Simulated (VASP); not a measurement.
Data:

```
CELL_PARAMETERS angstrom
      0.00000     2.26717     2.26717
      2.26717     0.00000     2.26717
      2.26717     2.26717     0.00000
ATOMIC_POSITIONS crystal
  Hf 0.00000 0.00000 0.00000
  N  0.50000 0.50000 0.50000
```

These are PBE GGA, VASP's PBE PAW potentials (set 64) (plane waves; VASP) values and carry that method's errors. Run with 600 eV cut-off, 14×14×14 Γ-centred mesh, first-order Methfessel-Paxton smearing of 0.10 eV, potentials Hf_pv N.

Energy and stress use the plane-wave basis of the starting cell.

The ions, cell shape and volume at an external pressure of 30.0 GPa are relaxed. Predict the relaxed structure.

```
CELL_PARAMETERS angstrom
      0.00000     2.19924     2.19924
      2.19924     0.00000     2.19924
      2.19924     2.19924     0.00000
ATOMIC_POSITIONS crystal
  Hf 0.00000 0.00000 0.00000
  N  0.50000 0.50000 0.50000
```
Space group Fm-3m (225), at a tolerance of 0.03 Å.

How do energy and volume change from the first to the last step?

The energy (σ→0) changes by +87.4 meV/atom and the volume by -8.7 %, in 5 ionic steps.

The compound is HfN in the rock salt structure. This run relaxes it under an external pressure of 30 GPa. Symmetry was kept, so distortions that lower it aren't found. The electron count is odd and the run is not spin-polarised, which forces a metal.
